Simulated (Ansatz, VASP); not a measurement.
**NaMgF3: VASP beside Ansatz**

INCAR

```
SYSTEM = NaMgF3
ALGO = Normal
EDIFF = 1E-6
ENCUT = 520
ISIF = 2
ISMEAR = 0
LASPH = .TRUE.
LCHARG = .FALSE.
LREAL = .FALSE.
LWAVE = .FALSE.
NBANDS = 23
NELM = 100
PREC = Accurate
SIGMA = 0.05
```

KPOINTS

```
k-points
0
G
  6 6 6
  0 0 0
```

Contents of POSCAR:

```
NaMgF3
1.0
    4.0496099750      0.0000000000      0.0000000000
    0.0000000000      3.8520680250      0.0000000000
    0.0000000000      0.0000000000      3.9508390000
Na Mg F
1 1 3
Direct
    0.0000000000      0.0000000000      0.0000000000
    0.5000000000      0.5000000000      0.5000000000
    0.5000000000      0.5000000000      0.0000000000
    0.5000000000      0.0000000000      0.5000000000
    0.0000000000      0.5000000000      0.5000000000
```

Input for Ansatz:

```yaml
crystal:
  lattice:
    - [4.049609975, 0.0, 0.0]
    - [0.0, 3.852068025, 0.0]
    - [0.0, 0.0, 3.950839]
  atoms:
    - { symbol: Na, position: [0.0, 0.0, 0.0] }
    - { symbol: Mg, position: [0.5, 0.5, 0.5] }
    - { symbol: F, position: [0.5, 0.5, 0.0] }
    - { symbol: F, position: [0.5, 0.0, 0.5] }
    - { symbol: F, position: [0.0, 0.5, 0.5] }
basis:
  ecutwfc: 420
kpoints:
  mp_grid: { grid: [6, 6, 6] }
hamiltonian:
  xc: lda
scf:
  occupations: { method: gaussian, width: 0.05 }
output:
  forces: true
  stress: true
  eigenvalues: true
```

Change from the starting cell: strain +0.0250 x Voigt [1, -1, 0, 0, 0, 0], atoms carried along.

Alike in both runs: task single point; functional LDA; k mesh 6 × 6 × 6; occupations gaussian, width 0.05 eV; no spin polarisation.

```csv
,VASP,Ansatz
version,VASP 6.6.1,Ansatz 0.2.0
potentials or method,"VASP PAW LDA potentials, release 64 (Na_pv, Mg, F)","scalar-relativistic, plane waves, PAW"
plane-wave cutoff (eV),520,420
valence electrons in the cell,30,40
```

```csv
,VASP,Ansatz,Ansatz less VASP
gap on the k mesh at the Fermi level (eV),5.58,5.60,+0.025
least direct gap on the mesh (eV),6.04,6.07,+0.023
pressure (GPa),-7.2,-6.2,+0.96
largest component of the traceless stress (GPa),2.51,2.54,+0.028
```

The two sets of potentials don't hold the same shells in valence.

A k mesh can miss the band edges.
